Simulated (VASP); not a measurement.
Method: LDA (Ceperley-Alder, Perdew-Zunger), VASP's LDA PAW potentials (set 64) (plane waves; VASP).

A VASP calculation is set up with these files.

KPOINTS:
```
Automatic mesh
0
Gamma
8 8 8
0 0 0
```

### POSCAR
```
MnSi
8.8465920
  0.4999999800   0.0000000000   0.0000000000
  0.0000000000   0.4999999800   0.0000000000
  0.0000000000   0.0000000000   0.4999999800
Mn Si
4 4
Cartesian
  0.4311610628   0.3188389073   0.1811610728
  0.1811610728   0.4311610628   0.3188389073
  0.0688389172   0.0688389172   0.0688389172
  0.3188389073   0.1811610728   0.4311610628
  0.0772142884   0.1727857016   0.3272142784
  0.3272142784   0.0772142884   0.1727857016
  0.4227856916   0.4227856916   0.4227856916
  0.1727857016   0.3272142784   0.0772142884
```

**INCAR**
```
! general
SYSTEM   =  MnSi
PREC     =  Accurate
ENCUT    =  400   ! plane-wave cut-off (eV)
LREAL    =  .FALSE.   ! projection in real space or not
LASPH    =  .TRUE.

! electronic loop
EDIFF    =  1E-7   ! SCF stop (eV)
NELM     =  100   ! most electronic steps
ALGO     =  Normal   ! blocked Davidson
LMAXMIX  =  4   ! l cut-off of mixed one-centre charges

! smearing
ISMEAR   =  -5   ! tetrahedra, Bloechl

! spin
ISPIN    =  2   ! spin-polarised
MAGMOM   =  0.6 0.6 0.6 0.6 -0.0 -0.0 -0.0 -0.0

! ions
ISIF     =  2

! output
LWAVE    =  .FALSE.
LCHARG   =  .TRUE.
LORBIT   =  11   ! lm-projected
NEDOS    =  601

! other
LEFG     =  .TRUE.
```

POTCAR, in this order: Mn_pv Si (LDA.64 set). Program: vasp_std.

The resulting files:

### OUTCAR
```
 ion  position               nearest neighbor table
   1  0.862  0.638  0.362-   5 2.24   6 2.33   7 2.33   8 2.33   7 2.46   6 2.46   8 2.46   2 2.71
                             4 2.71   3 2.71   3 2.71   2 2.71   4 2.71
   2  0.362  0.862  0.638-   6 2.24   5 2.33   7 2.33   8 2.33   8 2.46   5 2.46   7 2.46   1 2.71
                             3 2.71   4 2.71   3 2.71   1 2.71   4 2.71
   3  0.138  0.138  0.138-   7 2.24   6 2.33   5 2.33   8 2.33   5 2.46   8 2.46   6 2.46   2 2.71
                             4 2.71   1 2.71   2 2.71   1 2.71   4 2.71
   4  0.638  0.362  0.862-   8 2.24   6 2.33   7 2.33   5 2.33   6 2.46   5 2.46   7 2.46   1 2.71
                             1 2.71   2 2.71   2 2.71   3 2.71   3 2.71
   5  0.154  0.346  0.654-   1 2.24   2 2.33   3 2.33   4 2.33   3 2.46   2 2.46   4 2.46   8 2.73
                             6 2.73   8 2.73   7 2.73   7 2.73   6 2.73
   6  0.654  0.154  0.346-   2 2.24   1 2.33   3 2.33   4 2.33   4 2.46   1 2.46   3 2.46   8 2.73
                             7 2.73   5 2.73   8 2.73   7 2.73   5 2.73
   7  0.846  0.846  0.846-   3 2.24   2 2.33   1 2.33   4 2.33   1 2.46   4 2.46   2 2.46   5 2.73
                             6 2.73   8 2.73   6 2.73   5 2.73   8 2.73
   8  0.346  0.654  0.154-   4 2.24   2 2.33   3 2.33   1 2.33   2 2.46   1 2.46   3 2.46   7 2.73
                             5 2.73   5 2.73   6 2.73   6 2.73   7 2.73
  LATTYP: Found a simple cubic cell.
 ALAT       =     4.4232958232
 Subroutine PRICEL returns:
 Original cell was already a primitive cell.
 Subroutine GETGRP returns: Found 12 space group operations
The static configuration has the point symmetry C_3 .
 The point group associated with its full space group is T   .
The dynamic configuration has the point symmetry C_3 .
The overall configuration has the point symmetry C_3 .
 Subroutine INISYM returns: Found 12 space group operations
 Subroutine IBZKPT returns following result:
 Found     45 irreducible k-points:

 Following reciprocal coordinates:
            Coordinates               Weight
  0.000000  0.000000  0.000000      1.000000
  0.125000  0.000000  0.000000      6.000000
  0.250000  0.000000  0.000000      6.000000
  0.375000  0.000000  0.000000      6.000000
  0.500000  0.000000  0.000000      3.000000
  0.125000  0.125000  0.000000     12.000000
  0.250000  0.125000  0.000000     12.000000
 -0.125000  0.250000  0.000000     12.000000
  0.375000  0.125000  0.000000     12.000000
 -0.125000  0.375000  0.000000     12.000000
  0.500000  0.125000  0.000000      6.000000
 -0.125000  0.500000  0.000000      6.000000
  0.250000  0.250000  0.000000     12.000000
  0.375000  0.250000  0.000000     12.000000
 -0.250000  0.375000  0.000000     12.000000
  0.500000  0.250000  0.000000      6.000000
 -0.250000  0.500000  0.000000      6.000000
  0.375000  0.375000  0.000000     12.000000
  0.500000  0.375000  0.000000      6.000000
 -0.375000  0.500000  0.000000      6.000000
  0.500000  0.500000  0.000000      3.000000
  0.125000  0.125000  0.125000      8.000000
  0.250000  0.125000  0.125000     24.000000
  0.375000  0.125000  0.125000     24.000000
  0.500000  0.125000  0.125000     12.000000
  0.250000  0.250000  0.125000     24.000000
  0.375000  0.250000  0.125000     24.000000
 -0.250000  0.375000  0.125000     24.000000
  0.500000  0.250000  0.125000     12.000000
 -0.250000  0.500000  0.125000     12.000000
  0.375000  0.375000  0.125000     24.000000
  0.500000  0.375000  0.125000     12.000000
 -0.375000  0.500000  0.125000     12.000000
  0.500000  0.500000  0.125000      6.000000
  0.250000  0.250000  0.250000      8.000000
  0.375000  0.250000  0.250000     24.000000
  0.500000  0.250000  0.250000     12.000000
  0.375000  0.375000  0.250000     24.000000
  0.500000  0.375000  0.250000     12.000000
 -0.375000  0.500000  0.250000     12.000000
   k-points           NKPTS =     45   k-points in BZ     NKDIM =     45   number of bands    NBANDS=     41
   number of dos      NEDOS =    601   number of ions     NIONS =      8
   total plane-waves  NPLWV =  27000
...
```

**OSZICAR**
```
       N       E                     dE             d eps       ncg     rms          rms(c)
DAV:   1     0.722455142156E+03    0.72246E+03   -0.31563E+04  7628   0.167E+03
DAV:   2    -0.133829545916E+02   -0.73584E+03   -0.71681E+03  7412   0.520E+02
DAV:   3    -0.758200965903E+02   -0.62437E+02   -0.60579E+02  8968   0.156E+02
DAV:   4    -0.776809555801E+02   -0.18609E+01   -0.18502E+01  8711   0.274E+01
DAV:   5    -0.777187438344E+02   -0.37788E-01   -0.37763E-01  8712   0.424E+00    0.374E+01
DAV:   6    -0.781382046415E+02   -0.41946E+00   -0.21405E+02  9267   0.100E+02    0.273E+01
DAV:   7    -0.689713611092E+02    0.91668E+01   -0.80997E+01  8387   0.623E+01    0.914E+00
DAV:   8    -0.688255479057E+02    0.14581E+00   -0.30975E+00  7965   0.949E+00    0.241E+00
DAV:   9    -0.687727091985E+02    0.52839E-01   -0.26245E-01  9358   0.318E+00    0.997E-01
DAV:  10    -0.687679515930E+02    0.47576E-02   -0.75955E-03  8388   0.685E-01    0.565E-01
DAV:  11    -0.687672172874E+02    0.73431E-03   -0.34244E-03  9126   0.324E-01    0.197E-01
DAV:  12    -0.687677237787E+02   -0.50649E-03   -0.11038E-03 10304   0.201E-01    0.143E-01
DAV:  13    -0.687679795859E+02   -0.25581E-03   -0.92577E-04  9627   0.184E-01    0.837E-02
DAV:  14    -0.687679004598E+02    0.79126E-04   -0.11441E-03  9805   0.203E-01    0.496E-02
DAV:  15    -0.687679862500E+02   -0.85790E-04   -0.22536E-04 10215   0.870E-02    0.294E-02
DAV:  16    -0.687680164070E+02   -0.30157E-04   -0.40202E-05  9799   0.366E-02    0.149E-02
DAV:  17    -0.687680116628E+02    0.47442E-05   -0.33047E-06  8178   0.124E-02    0.547E-03
DAV:  18    -0.687680131558E+02   -0.14930E-05   -0.33726E-07  6064   0.359E-03    0.178E-03
DAV:  19    -0.687680135958E+02   -0.44005E-06   -0.37499E-08  4002   0.145E-03    0.978E-04
DAV:  20    -0.687680143772E+02   -0.78143E-06   -0.31693E-08  3907   0.114E-03    0.493E-04
DAV:  21    -0.687680146741E+02   -0.29681E-06   -0.19629E-08  3813   0.609E-04    0.183E-04
DAV:  22    -0.687680146785E+02   -0.44838E-08   -0.25833E-09  3764   0.343E-04
   1 F= -.68768015E+02 E0= -.68768015E+02  d E =0.000000E+00  mag=     1.9947
```

**OUTCAR**
```
------------------------ aborting loop because EDIFF is reached ----------------------------------------
  FORCE on cell =-STRESS in cart. coord.  units (eV):
  Direction    XX          YY          ZZ          XY          YZ          ZX
  --------------------------------------------------------------------------------------
  Total       -0.1612278     -0.1612278     -0.1612278     -0.0000000     -0.0000000      0.0000000
  in kB       -2.9847807     -2.9847807     -2.9847807     -0.0000000     -0.0000000      0.0000000
  external PRESSURE =      -2.9847807 kB  Pullay stress =       0.0000000 kB
  volume of cell :       86.54
      direct lattice vectors                 reciprocal lattice vectors
     4.423295823  0.000000000  0.000000000     0.226075768  0.000000000  0.000000000
     0.000000000  4.423295823  0.000000000     0.000000000  0.226075768  0.000000000
     0.000000000  0.000000000  4.423295823     0.000000000  0.000000000  0.226075768
 POSITION                                       TOTAL-FORCE (eV/Angst)
 -----------------------------------------------------------------------------------
      3.81431      2.82064      1.60266         0.001416     -0.001416      0.001416
      1.60266      3.81431      2.82064         0.001416      0.001416     -0.001416
      0.60899      0.60899      0.60899        -0.001416     -0.001416     -0.001416
      2.82064      1.60266      3.81431        -0.001416      0.001416      0.001416
      0.68308      1.52856      2.89473         0.002709     -0.002709      0.002709
      2.89473      0.68308      1.52856         0.002709      0.002709     -0.002709
      3.74021      3.74021      3.74021        -0.002709     -0.002709     -0.002709
      1.52856      2.89473      0.68308        -0.002709      0.002709      0.002709
 -----------------------------------------------------------------------------------
    total drift:                               -0.000001      0.000001      0.000000
  FREE ENERGIE OF THE ION-ELECTRON SYSTEM (eV)
  ---------------------------------------------------
  free  energy   TOTEN  =       -68.7680146785 eV

  energy  without entropy=      -68.7680146785  energy(sigma->0) =      -68.76801468

 total charge

# of ion       s       p       d       tot
------------------------------------------
    1        0.357   6.426   5.391  12.174
    2        0.357   6.426   5.391  12.174
    3        0.357   6.426   5.391  12.174
    4        0.357   6.426   5.391  12.174
    5        0.752   0.951   0.000   1.703
    6        0.752   0.951   0.000   1.703
    7        0.752   0.951   0.000   1.703
    8        0.752   0.951   0.000   1.703
--------------------------------------------------
tot          4.434  29.510  21.564  55.509

 magnetization (x)

# of ion       s       p       d       tot
------------------------------------------
    1       -0.000   0.002   0.511   0.513
    2       -0.000   0.002   0.511   0.513
    3       -0.000   0.002   0.511   0.513
    4       -0.000   0.002   0.511   0.513
    5       -0.005  -0.013   0.000  -0.018
    6       -0.005  -0.013   0.000  -0.018
    7       -0.005  -0.013   0.000  -0.018
    8       -0.005  -0.013   0.000  -0.018
--------------------------------------------------
tot         -0.020  -0.045   2.045   1.979

 Electric field gradients after diagonalization (V/A^2)
 (convention: |V_zz| > |V_xx| > |V_yy|)
----------------------------------------------------------------------
 ion       V_xx      V_yy      V_zz     asymmetry (V_yy - V_xx)/ V_zz
----------------------------------------------------------------------
   1       6.297     6.297   -12.593       0.000
   2       6.297     6.297   -12.593       0.000
   3       6.297     6.297   -12.593       0.000
   4       6.297     6.297   -12.593       0.000
   5      18.557    18.557   -37.115       0.000
   6      18.557    18.557   -37.115       0.000
   7      18.557    18.557   -37.115       0.000
   8      18.557    18.557   -37.115       0.000
```
(Selected blocks of OUTCAR.)

**OUTCAR**
```
 val. band max:       11.8754671662   @ k =   0.5000   0.5000   0.5000

 cond. band min:      11.8317461063   @ k =   0.2500   0.2500   0.0000


 Fermi energy:        11.8406362791

 spin component 1

 k-point     1 :       0.0000    0.0000    0.0000
  band No.  band energies     occupation
      1     -35.7836      1.00000
      2     -35.7836      1.00000
      3     -35.7836      1.00000
      4     -35.7076      1.00000
      5     -35.7076      1.00000
      6     -35.7076      1.00000
      7     -35.6861      1.00000
      8     -35.6861      1.00000
      9     -35.6138      1.00000
     10     -35.6138      1.00000
     11     -35.6138      1.00000
     12     -35.5617      1.00000
     13      -1.3430      1.00000
     14       3.9120      1.00000
     15       3.9120      1.00000
     16       3.9120      1.00000
     17       6.8841      1.00000
     18       6.8841      1.00000
     19       6.8841      1.00000
     20       8.3172      1.00000
     21       8.3172      1.00000
     22       8.3172      1.00000
     23       8.9336      1.00000
     24       9.1128      1.00000
     25       9.1128      1.00000
     26       9.4127      1.00000
     27       9.4127      1.00000
     28       9.4127      1.00000
     29      10.0263      1.00000
     30      10.0263      1.00000
     31      10.0263      1.00000
     32      11.8551      0.99456
     33      11.8551      0.99151
     34      11.8551      0.00778
     35      11.9818      0.00000
     36      11.9818      0.00000
     37      13.0135      0.00000
     38      13.0135      0.00000
     39      13.0135      0.00000
     40      15.4029      0.00000
     41      15.4029      0.00000

 k-point     2 :       0.1250    0.0000    0.0000
  band No.  band energies     occupation
      1     -35.7987      1.00000
      2     -35.7875      1.00000
      3     -35.7653      1.00000
      4     -35.7211      1.00000
      5     -35.7123      1.00000
...
```

The moments were started parallel, and other spin orders were not tried in this run. For a metal the tetrahedron method with Blöchl corrections gives inexact stress and forces.

The compound is MnSi in the B20 structure. It was relaxed first, which changed the volume by -9 %.
